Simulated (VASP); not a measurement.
Output of a VASP run:

File OSZICAR:
```
...
DAV:   5    -0.528995831880E+01    0.24360E-07   -0.59885E-06   748   0.202E-02
   6 F= -.52899583E+01 E0= -.52899583E+01  d E =-.253815E-03
       N       E                     dE             d eps       ncg     rms          rms(c)
DAV:   1    -0.529133910391E+01   -0.13808E-02   -0.11590E-01   817   0.234E+00    0.223E-01
DAV:   2    -0.529064277622E+01    0.69633E-03   -0.68237E-03   868   0.900E-01    0.125E-01
DAV:   3    -0.529021208566E+01    0.43069E-03   -0.81655E-04  1015   0.338E-01    0.532E-02
DAV:   4    -0.529016850963E+01    0.43576E-04   -0.18218E-04  1152   0.147E-01    0.146E-02
DAV:   5    -0.529016816720E+01    0.34244E-06   -0.22759E-05  1095   0.398E-02    0.643E-03
DAV:   6    -0.529016813756E+01    0.29633E-07   -0.18675E-06   468   0.119E-02
   7 F= -.52901681E+01 E0= -.52901681E+01  d E =-.463634E-03
       N       E                     dE             d eps       ncg     rms          rms(c)
DAV:   1    -0.529464918466E+01   -0.44810E-02   -0.46405E-01   817   0.468E+00    0.447E-01
DAV:   2    -0.529186632038E+01    0.27829E-02   -0.27446E-02   876   0.165E+00    0.251E-01
DAV:   3    -0.529013611070E+01    0.17302E-02   -0.31922E-03   992   0.599E-01    0.106E-01
DAV:   4    -0.528995884872E+01    0.17726E-03   -0.65874E-04  1103   0.293E-01    0.297E-02
DAV:   5    -0.528995636826E+01    0.24805E-05   -0.83926E-05  1071   0.787E-02    0.131E-02
DAV:   6    -0.528995623413E+01    0.13413E-06   -0.89823E-06   878   0.252E-02
   8 F= -.52899562E+01 E0= -.52899562E+01  d E =-.251730E-03
       N       E                     dE             d eps       ncg     rms          rms(c)
DAV:   1    -0.529260325558E+01   -0.26469E-02   -0.24064E-01   817   0.340E+00    0.325E-01
DAV:   2    -0.529119138045E+01    0.14119E-02   -0.14349E-02   868   0.130E+00    0.181E-01
DAV:   3    -0.529029681721E+01    0.89456E-03   -0.15631E-03   992   0.446E-01    0.774E-02
DAV:   4    -0.529019461511E+01    0.10220E-03   -0.33629E-04  1208   0.200E-01    0.195E-02
DAV:   5    -0.529019292717E+01    0.16879E-05   -0.42669E-05  1160   0.543E-02    0.793E-03
DAV:   6    -0.529019297851E+01   -0.51342E-07   -0.34616E-06   777   0.152E-02
   9 F= -.52901930E+01 E0= -.52901930E+01  d E =-.488475E-03
       N       E                     dE             d eps       ncg     rms          rms(c)
DAV:   1    -0.529038054746E+01   -0.18762E-03   -0.29556E-03   855   0.382E-01    0.342E-02
DAV:   2    -0.529036051393E+01    0.20034E-04   -0.17036E-04  1081   0.139E-01    0.198E-02
DAV:   3    -0.529035119658E+01    0.93173E-05   -0.13554E-05  1081   0.481E-02    0.787E-03
DAV:   4    -0.529034959883E+01    0.15977E-05   -0.20733E-06   660   0.228E-02    0.172E-03
DAV:   5    -0.529034971877E+01   -0.11994E-06   -0.14140E-06   476   0.122E-02
  10 F= -.52903497E+01 E0= -.52903497E+01  d E =-.156740E-03
       N       E                     dE             d eps       ncg     rms          rms(c)
DAV:   1    -0.529082393214E+01   -0.47433E-03   -0.26574E-02   855   0.115E+00    0.102E-01
DAV:   2    -0.529064666044E+01    0.17727E-03   -0.15420E-03  1089   0.408E-01    0.595E-02
DAV:   3    -0.529056345825E+01    0.83202E-04   -0.12002E-04  1097   0.139E-01    0.239E-02
DAV:   4    -0.529055052570E+01    0.12933E-04   -0.25769E-05  1213   0.678E-02    0.516E-03
DAV:   5    -0.529055093100E+01   -0.40531E-06   -0.50328E-06   657   0.200E-02
  11 F= -.52905509E+01 E0= -.52905509E+01  d E =-.357952E-03
```

### OUTCAR
```
------------------------ aborting loop because EDIFF is reached ----------------------------------------
  FORCE on cell =-STRESS in cart. coord.  units (eV):
  Direction    XX          YY          ZZ          XY          YZ          ZX
  --------------------------------------------------------------------------------------
  Total       -0.0517327     -0.0517327     -0.0478058      0.0000000      0.0000000      0.0000000
  in kB       -1.0251423     -1.0251425     -0.9473259      0.0000000      0.0000000      0.0000000
  external PRESSURE =      -0.9992036 kB  Pullay stress =       0.0000000 kB
  volume of cell :       80.85
      direct lattice vectors                 reciprocal lattice vectors
     1.948759287 -3.375350323 -0.000000000     0.256573505 -0.148132772 -0.000000000
     1.948759287  3.375350323  0.000000000     0.256573505  0.148132772  0.000000000
     0.000000000 -0.000000000  6.145886019    -0.000000000 -0.000000000  0.162710470
 POSITION                                       TOTAL-FORCE (eV/Angst)
 -----------------------------------------------------------------------------------
      0.00000      0.00000      0.00000        -0.000000     -0.000000      0.000000
      1.94876      1.12512      1.60113        -0.000000      0.000000     -0.002138
      1.94876     -1.12512      4.54475         0.000000     -0.000000      0.002138
 -----------------------------------------------------------------------------------
    total drift:                                0.000000     -0.000000      0.000000
  FREE ENERGIE OF THE ION-ELECTRON SYSTEM (eV)
  ---------------------------------------------------
  free  energy   TOTEN  =        -5.2905509310 eV

  energy  without entropy=       -5.2905509310  energy(sigma->0) =       -5.29055093

 reached required accuracy - stopping structural energy minimisation
```
(Selected blocks of OUTCAR.)

### POSCAR
```
SnSe2
1
    1.9444164127    -3.3678282426    -0.0000000000
    1.9444164127     3.3678282426     0.0000000000
   -0.0000000000     0.0000000000     6.2214173282
Sn Se
1 2
Direct
  0.0000000000   1.0000000000   0.0000000000
  0.3333330000   0.6666670000   0.2576300737
  0.6666670000   0.3333330000   0.7423699263
```

Q: Write an INCAR and KPOINTS that could have produced this output.

A: This is not unique; one that fits is the input of the run itself, optB88-vdW, plane waves, VASP's PBE PAW potentials (set 64).

INCAR:
```
# general
SYSTEM   = SnSe2
PREC     = Accurate
ENCUT    = 520   # plane-wave cut-off (eV)
LREAL    = .FALSE.
LASPH    = .TRUE.

# electronic loop
EDIFF    = 1E-6
NELM     = 100   # most electronic steps
ALGO     = Normal   # blocked Davidson
LMAXMIX  = 4   # l cut-off of mixed one-centre charges

# smearing
ISMEAR   = 0   # Gaussian
SIGMA    = 0.05   # width (eV)

# functional
GGA      = BO
LUSE_VDW = .TRUE.
AGGAC    = 0.0
PARAM1   = 0.1833333333
PARAM2   = 0.22

# ions
IBRION   = 2   # conjugate gradients
NSW      = 60
ISIF     = 3   # ions, shape and volume
EDIFFG   = -0.02

# output
LWAVE    = .FALSE.
LCHARG   = .FALSE.
```

### KPOINTS
```
Automatic mesh
0
Gamma
6 6 4
0 0 0
```

POTCAR, in this order: Sn_d Se (PBE.64 set). Program: vasp_std.

The compound is SnSe2 in the 1T layered structure. This run relaxes it. Symmetry was kept, so distortions that lower it aren't found. The start is the result of an earlier pass.
